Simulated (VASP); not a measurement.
# ZnCd3Se3S (P1) in VASP: relaxation of cell and atoms with PBE

Aim: the relaxation of cell and atoms of ZnCd3Se3S with PBE.

Everything below comes from runs of VASP 6.6.1. Logs are shortened: lines on timing, memory, paths and dates and some standing lists are left out, and cuts for length are marked.

### Step 1. The structure

The typed cell holds 8 atoms: a = 4.066 Å, b = 4.095 Å, c = 14.033 Å, α = 87.59°, β = 90.02°, γ = 119.26°.

The cell was built by a generator and needn't be a form met in nature.

### Step 2. Relaxation of cell and atoms, PBE

Input file INCAR:

```
PREC = Normal
ENCUT = 520
EDIFF = 1E-5
ISMEAR = 0
SIGMA = 0.15
LREAL = Auto
LASPH = True
NELM = 80
ALGO = Fast
ISIF = 3
LWAVE = False
LCHARG = False
GGA = PE
IBRION = 2
NSW = 110
EDIFFG = -0.03
ISYM = 0
KPAR = 4
```

Input file KPOINTS:

```
regular mesh
0
Gamma
  6 6 2
```

Input file POSCAR:

```
ZnCd3Se3S
1.0
    4.0656408100      0.0178792900     -0.0008446400
   -2.0173360100      3.5629090200      0.0875618800
   -0.0027935900      0.3327961400     14.0290457700
Zn Cd Se S
1 3 3 1
Direct
    0.9705888500      0.0017895300      0.9865181400
    0.7343216700      0.3221936200      0.4972209800
    0.3276412800      0.6831913800      0.7691193800
    0.3311164200      0.6736265600      0.2391556500
    0.5966384100      0.3000797700      0.6961566200
    0.9939372500      0.9736076600      0.1868960200
    0.3659943200      0.6993769900      0.4302324700
    0.3191263600      0.6450618500      0.9489682300
```

Potentials or basis: VASP PAW PBE potentials, release 64 (Zn, Cd, Se, S).

Started as:

```console
$ cat potpaw_PBE.64/Zn/POTCAR potpaw_PBE.64/Cd/POTCAR potpaw_PBE.64/Se/POTCAR potpaw_PBE.64/S/POTCAR > POTCAR
$ mpirun -np 4 vasp_std > vasp.out
```

OUTCAR:

```text
PREC = Normal
   ENCUT = 520
   EDIFF = 1E-5
   ISMEAR = 0
   LREAL = Auto
   LASPH = True
   NELM = 80
   ISIF = 3
   GGA = PE
   IBRION = 2
   NSW = 110
   EDIFFG = -0.03
   ISYM = 0

 ion  position               nearest neighbor table
   1  0.971  0.002  0.987-   8 2.34   8 2.39   8 2.55   6 2.81
   2  0.734  0.322  0.497-   7 2.42   7 2.47   7 2.77   5 2.84
   3  0.328  0.683  0.769-   5 2.39   8 2.52   5 2.55   5 2.81
   4  0.331  0.674  0.239-   6 2.34   6 2.45   6 2.64   7 2.69
   5  0.597  0.300  0.696-   3 2.39   3 2.55   3 2.81   2 2.84
   6  0.994  0.974  0.187-   4 2.34   4 2.45   4 2.64   1 2.81
   7  0.366  0.699  0.430-   2 2.42   2 2.47   4 2.69   2 2.77
   8  0.319  0.645  0.949-   1 2.34   1 2.39   3 2.52   1 2.55

IMPORTANT INFORMATION: All symmetrisations will be switched off!
NOSYMM: (Re-)initialisation of all symmetry stuff for point group C_1.

----------------------------------------------------------------------------------------

                                     Primitive cell

  volume of cell :     203.6059

  direct lattice vectors                    reciprocal lattice vectors
     4.065640810  0.017879290 -0.000844640     0.245351741  0.138999155 -0.003248473
    -2.017336010  3.562909020  0.087561880    -0.001233316  0.280134542 -0.006645580
    -0.002793590  0.332796140 14.029045770     0.000022469 -0.001740083  0.071321968

  length of vectors
     4.065680211  4.095318345 14.032992777     0.282008501  0.280216071  0.071343195

  position of ions in fractional coordinates (direct lattice)
     0.970588850  0.001789530  0.986518140
     0.734321670  0.322193620  0.497220980
     0.327641280  0.683191380  0.769119380
     0.331116420  0.673626560  0.239155650
     0.596638410  0.300079770  0.696156620
     0.993937250  0.973607660  0.186896020
     0.365994320  0.699376990  0.430232470
     0.319126360  0.645061850  0.948968230

  ion indices of the primitive-cell ions
   primitive index   ion index
                 1           1
                 2           2
                 3           3
                 4           4
                 5           5
                 6           6
                 7           7
                 8           8

----------------------------------------------------------------------------------------

 KPOINTS: regular mesh

Automatic generation of k-mesh.
 Grid dimensions read from file:
 generate k-points for:    6    6    2

 Generating k-lattice:

  Cartesian coordinates                     Fractional coordinates (reciprocal lattice)
     0.040891957  0.023166526 -0.000541412     0.166666667  0.000000000 -0.000000000
    -0.000205553  0.046689090 -0.001107597     0.000000000  0.166666667  0.000000000
     0.000011235 -0.000870041  0.035660984     0.000000000  0.000000000  0.500000000

  Length of vectors
     0.047001417  0.046702678  0.035671598

  Shift w.r.t. Gamma in fractional coordinates (k-lattice)
     0.000000000  0.000000000  0.000000000

 Subroutine IBZKPT returns following result:
 ===========================================

 Found     40 irreducible k-points:

 Following reciprocal coordinates:
            Coordinates               Weight
  0.000000  0.000000  0.000000      1.000000
  0.166667 -0.000000 -0.000000      2.000000
  0.333333 -0.000000 -0.000000      2.000000
  0.500000 -0.000000  0.000000      1.000000
  0.000000  0.166667 -0.000000      2.000000
  0.166667  0.166667 -0.000000      2.000000
[... 16 lines left out ...]
  0.333333 -0.000000  0.500000      2.000000
  0.500000 -0.000000  0.500000      1.000000
 [... further k-points ...]
   k-points           NKPTS =     40   k-points in BZ     NKDIM =     40   number of bands    NBANDS=     43
   number of dos      NEDOS =    301   number of ions     NIONS =      8
   total plane-waves  NPLWV =  46080
   dimension x,y,z NGX =    24 NGY =   24 NGZ =   80
   dimension x,y,z NGXF=    48 NGYF=   48 NGZF=  160
   ions per type =               1   3   3   1
   NGX,Y,Z   is equivalent  to a cutoff of   9.81,  9.74,  9.48 a.u.
   NGXF,Y,Z  is equivalent  to a cutoff of  19.63, 19.49, 18.95 a.u.
 SYSTEM =  unknown system
   PREC   = normal    normal or accurate (medium, high low for compatibility)
   ISTART =      0    job   : 0-new  1-cont  2-samecut
   ICHARG =      2    charge: 1-file 2-atom 10-const
   ISPIN  =      1    spin polarized calculation?
   LNONCOLLINEAR =      F non collinear calculations
   LSORBIT =      F    spin-orbit coupling
   LASPH  =      T    aspherical Exc in radial PAW
   ENCUT  =  520.0 eV  38.22 Ry    6.18 a.u.   7.56  7.61 26.09*2*pi/ulx,y,z
   NELM   =     80;   NELMIN=  2; NELMDL= -5     # of ELM steps
   EDIFF  = 0.1E-04   stopping-criterion for ELM
   LREAL  =      T    real-space projection
   EDIFFG = -.3E-01   stopping-criterion for IOM
   NSW    =    110    number of steps for IOM
   IBRION =      2    ionic relax: 0-MD 1-quasi-New 2-CG
   NFREE  =      1    steps in history (QN), initial steepest desc. (CG)
   ISIF   =      3    stress and relaxation
   ISYM   =      0    0-nonsym 1-usesym 2-fastsym
   POTIM  = 0.5000    time-step for ionic-motion
   TEBEG  =    0.0;   TEEND  =   0.0 temperature during run
   PSTRESS=    0.0 pullay stress
   NELECT =      72.0000    total number of electrons
   NUPDOWN=      -1.0000    fix difference up-down
   EMIN   =  10.00;   EMAX   =-10.00  energy-range for DOS
   EFERMI =   0.00;   METHOD = LEGACY
   ISMEAR =     0;   SIGMA  =   0.15  broadening in eV -4-tet -1-fermi 0-gaus
   EFERMI_NEDOS =   21; number of points for ismear=-14 and -15
   IALGO  =     68    algorithm
   IMIX   =      4    mixing-type and parameters
     AMIX     =   0.40;   BMIX     =  1.00
     AMIX_MAG =   1.60;   BMIX_MAG =  1.00
  volume/ion in A,a.u.               =      25.45       171.75
  Fermi-wavevector in a.u.,A,eV,Ry     =   1.157681  2.187700 18.234867  1.340225
  Thomas-Fermi vector in A             =   2.294290
   LORBIT       =      0    0 simple, 1 ext, 2 COOP (PROOUT), +10 PAW based schemes
   GGA     = PE    functional components
   LHFCALC =     F    Hartree Fock is set to
   AEXX    =    0.0000 exact exchange contribution
   IVDW    =     0    specifies the selected vdW correction
   LEPSILON=     F    determine dielectric tensor
   LRPA    =     F    only Hartree local field effects (RPA)
 conjugate gradient relaxation of ions
 non-spin polarized calculation
 RMM-DIIS sequential band-by-band and
 Gauss-broadening in eV      SIGMA  =   0.15
  energy-cutoff  :      520.00
  volume of cell :      203.61
 maximum number of plane-waves:      5510
   NGX = 15   NGY = 15   NGZ = 53

--------------------------------------- Ionic step        1  -------------------------------------------

 number of electron      71.9999977 magnetization

 Free energy of the ion-electron system (eV)
  ---------------------------------------------------
  ext. energy  EPLUGINS =         0.00000000
  ---------------------------------------------------
  free energy    TOTEN  =       -21.55124099 eV

  energy without entropy =      -21.54910830  energy(sigma->0) =      -21.55017464

------------------------ aborting loop because EDIFF is reached ----------------------------------------

  FORCE on cell =-STRESS in cart. coord.  units (eV):
  Direction    XX          YY          ZZ          XY          YZ          ZX
  --------------------------------------------------------------------------------------
  -------------------------------------------------------------------------------------
  Total       11.0696470     11.6783465      2.5671712     -0.5476734     -3.1121909     -0.6942654
  in kB       87.1071685     91.8970310     20.2010969     -4.3096475    -24.4898626     -5.4631820
  external PRESSURE =      66.4017655 kB  Pullay stress =       0.0000000 kB
[... 107 lines left out ...]
  FREE ENERGIE OF THE ION-ELECTRON SYSTEM (eV)
  ---------------------------------------------------
  free  energy   TOTEN  =       -22.5477044476 eV

  energy  without entropy=      -22.5449231312  energy(sigma->0) =      -22.54631379

[... ionic steps 4 to 34 ...]

--------------------------------------- Ionic step       35  -------------------------------------------

 number of electron      71.9999933 magnetization

------------------------ aborting loop because EDIFF is reached ----------------------------------------

  FORCE on cell =-STRESS in cart. coord.  units (eV):
  Direction    XX          YY          ZZ          XY          YZ          ZX
  --------------------------------------------------------------------------------------
  -------------------------------------------------------------------------------------
  Total       -0.0073435     -0.0293330      0.0205477      0.0498374     -0.0382891     -0.0318606
  in kB       -0.0537106     -0.2145425      0.1502862      0.3645119     -0.2800473     -0.2330292
  external PRESSURE =      -0.0393223 kB  Pullay stress =       0.0000000 kB
[... 69 lines left out ...]
  energy  without entropy=      -22.8684219211  energy(sigma->0) =      -22.86855955

--------------------------------------- Ionic step       37  -------------------------------------------

 number of electron      71.9999934 magnetization

 Free energy of the ion-electron system (eV)
  ---------------------------------------------------
  ext. energy  EPLUGINS =         0.00000000
  ---------------------------------------------------
  free energy    TOTEN  =       -22.86889687 eV

  energy without entropy =      -22.86862338  energy(sigma->0) =      -22.86876013

 E-fermi :   1.1986     XC(G=0):  -8.8141

 val. band max:        0.9383778192   @ k =   0.0000   0.0000   0.0000
 cond. band min:       1.4226712295   @ k =   0.0000   0.0000   0.0000
 fundamental gap:      0.4842934103
 Fermi energy:         1.1985858166

 k-point     1 :       0.0000    0.0000    0.0000
  band No.  band energies     occupation
      1     -11.6435      2.00000
      2     -11.4401      2.00000
      3     -11.3684      2.00000
      4     -11.1553      2.00000
      5      -6.9442      2.00000
      6      -6.9425      2.00000
[... 1093 lines left out ...]
     42       5.2196      0.00000
     43       6.7012      0.00000

 [... further k-points ...]

------------------------ aborting loop because EDIFF is reached ----------------------------------------

  FORCE on cell =-STRESS in cart. coord.  units (eV):
  Direction    XX          YY          ZZ          XY          YZ          ZX
  --------------------------------------------------------------------------------------
  -------------------------------------------------------------------------------------
  Total        0.0967957      0.0762820      0.0105354     -0.0026602     -0.0059562     -0.0420319
  in kB        0.7087322      0.5585317      0.0771397     -0.0194780     -0.0436110     -0.3077551
  external PRESSURE =       0.4481345 kB  Pullay stress =       0.0000000 kB
[... 23 lines left out ...]
  FREE ENERGIE OF THE ION-ELECTRON SYSTEM (eV)
  ---------------------------------------------------
  free  energy   TOTEN  =       -22.8688968734 eV

  energy  without entropy=      -22.8686233798  energy(sigma->0) =      -22.86876013

 reached required accuracy - stopping structural energy minimisation
```

Wall time 18 min (4 MPI ranks of AMD EPYC 7R13 (Zen 3), shared host); peak memory 0.35 GiB.

What came out:

```
Free energy                            : -22.8689 eV
Relaxed volume                         : 27.35 Å³/atom
Relaxed cell                           : a = 4.238 Å, b = 4.242 Å, c = 14.051 Å, α = 89.99°, β = 89.97°, γ = 119.98°
Space group after relaxing (to 0.05 Å) : Cm (No. 8)
Energy gained by relaxing              : 164.7 meV/atom
Ionic steps                            : 37
Pressure after relaxing                : 0.0 GPa
Largest force after relaxing           : 0.021 eV/Å
Band gap on the k mesh                 : 0.48 eV, direct
```

Forces on the atoms (eV/Å):
```
Zn   0.007  0.007 -0.001
Cd  -0.016 -0.001  0.012
Cd  -0.008  0.007  0.007
Cd   0.002 -0.005  0.005
Se   0.012  0.001 -0.001
Se  -0.006 -0.006 -0.011
Se  -0.003 -0.002 -0.007
S    0.011 -0.001 -0.004
```

The path:
| step | energy change (eV) | largest force (eV/Å) | pressure (GPa) | volume (Å³) |
| --- | --- | --- | --- | --- |
| 1 | 0.0000 | 2.8723 | 6.64 | 203.61 |
| 2 | -0.9288 | 0.7524 | -2.97 | 236.01 |
| 3 | -0.9965 | 1.0063 | -1.47 | 227.74 |
| 4 | -1.1814 | 0.6933 | -0.66 | 222.28 |
| 5 | -1.2522 | 0.3664 | 0.83 | 215.52 |
| 6 | -1.2562 | 0.3582 | 0.54 | 216.90 |
| 7 | -1.2871 | 0.1543 | -0.04 | 219.01 |
| 8 | -1.2879 | 0.1676 | -0.08 | 219.34 |
| 9 | -1.2948 | 0.1107 | -0.01 | 219.02 |
| 10 | -1.3004 | 0.1111 | 0.13 | 218.33 |
| 11 | -1.3043 | 0.0828 | -0.02 | 219.24 |
| 12 | -1.3045 | 0.0746 | -0.12 | 219.49 |
| 13 | -1.3059 | 0.0596 | 0.07 | 218.73 |
| 14 | -1.3059 | 0.0598 | 0.05 | 218.72 |
| 15 | -1.3070 | 0.0409 | 0.02 | 218.88 |
| 16 | -1.3076 | 0.0575 | -0.02 | 219.02 |
| 17 | -1.3080 | 0.1005 | -0.11 | 219.29 |
| 18 | -1.3085 | 0.1002 | -0.05 | 219.19 |
| 19 | -1.3095 | 0.1068 | -0.01 | 218.96 |
| 20 | -1.3104 | 0.1128 | 0.11 | 218.50 |
| 21 | -1.3116 | 0.0642 | 0.06 | 218.71 |
| 22 | -1.3122 | 0.0588 | 0.00 | 218.84 |
| 23 | -1.3130 | 0.0637 | -0.05 | 219.09 |
| 24 | -1.3127 | 0.0899 | -0.15 | 219.60 |
| 25 | -1.3131 | 0.0699 | -0.06 | 219.26 |
| 26 | -1.3141 | 0.0549 | -0.03 | 219.10 |
| 27 | -1.3144 | 0.0523 | 0.01 | 219.03 |
| 28 | -1.3146 | 0.0803 | 0.02 | 218.89 |
| 29 | -1.3158 | 0.0589 | 0.04 | 218.90 |
| 30 | -1.3160 | 0.0540 | 0.03 | 218.90 |
| 31 | -1.3163 | 0.0517 | 0.05 | 218.90 |
| 32 | -1.3170 | 0.0347 | -0.07 | 219.33 |
| 33 | -1.3170 | 0.0338 | -0.06 | 219.36 |
| 34 | -1.3170 | 0.0327 | -0.06 | 219.42 |
| 35 | -1.3174 | 0.0348 | 0.00 | 219.06 |
| 36 | -1.3175 | 0.0343 | 0.00 | 218.99 |
| 37 | -1.3177 | 0.0206 | 0.04 | 218.82 |

Final structure:
```
Zn Cd Se S
1.0
     4.23753    0.00012    0.00138
    -2.11974    3.67491   -0.00130
     0.00315    0.00903   14.05135
Zn Cd Se S
1 3 3 1
Direct
  0.98815 0.99294 0.99411
  0.67249 0.32974 0.50444
  0.32647 0.65974 0.76694
  0.33194 0.66565 0.24221
  0.66009 0.32680 0.69440
  0.99900 0.99942 0.17058
  0.33823 0.66371 0.43206
  0.32299 0.66093 0.94953
```
